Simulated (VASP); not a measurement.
Method: PBE GGA, VASP's PBE PAW potentials (set 64) (plane waves; VASP 6.6.1).

Input for VASP

INCAR:
```
SYSTEM = PbF2
PREC = Accurate
ENCUT = 520
EDIFF = 1E-4
NELM = 100
ALGO = Normal
LREAL = .FALSE.
LASPH = .TRUE.
ISMEAR = 0
SIGMA = 0.05
GGA = PE
LMAXMIX = 4
LWAVE = .FALSE.
LCHARG = .FALSE.
ISIF = 2
```

POSCAR:
```
PbF2
1
    0.0000000000     3.0294000000     3.0294000000
    3.0294000000     0.0000000000     3.0294000000
    3.0294000000     3.0294000000     0.0000000000
Pb F
1 2
Direct
  0.0000000000   0.0000000000   0.0000000000
  0.2500000000   0.2500000000   0.2500000000
  0.7500000000   0.7500000000   0.7500000000
```

File KPOINTS:
```
Automatic mesh
0
Gamma
6 6 6
0 0 0
```

POTCAR, in this order: Pb_d F (PBE.64 set). Program: vasp_std.

Unless said otherwise, spin-orbit coupling is left out, though it shifts the bands of the heavy elements here.

Task: Estimate the energy per atom (σ→0), pressure, band gap (on the k-mesh).

Result: 
- energy per atom (σ→0) = -4781 meV/atom
- band gap (on the k-mesh) = 4.41 eV
- pressure = -1.91 GPa

**OSZICAR**
```
...
DAV:   5    -0.164205932413E+02   -0.27704E-01   -0.27702E-01   670   0.513E+00    0.813E+00
DAV:   6    -0.143653982033E+02    0.20552E+01   -0.11038E+01   748   0.270E+01    0.286E+00
DAV:   7    -0.143518481603E+02    0.13550E-01   -0.50448E-01   582   0.474E+00    0.160E+00
DAV:   8    -0.143436771281E+02    0.81710E-02   -0.11224E-01   578   0.395E+00    0.486E-01
DAV:   9    -0.143415395149E+02    0.21376E-02   -0.21562E-02   640   0.108E+00    0.107E-01
DAV:  10    -0.143427412120E+02   -0.12017E-02   -0.21135E-03   576   0.561E-01    0.357E-02
DAV:  11    -0.143427032473E+02    0.37965E-04   -0.16747E-04   470   0.157E-01
   1 F= -.14342703E+02 E0= -.14342703E+02  d E =-.943640E-11
```

The compound is PbF2 in the fluorite structure, the β form. The cell was not relaxed at this level. The run is one of a series of settings (EDIFF = 1E-4 against the base run), some of them coarse on purpose.
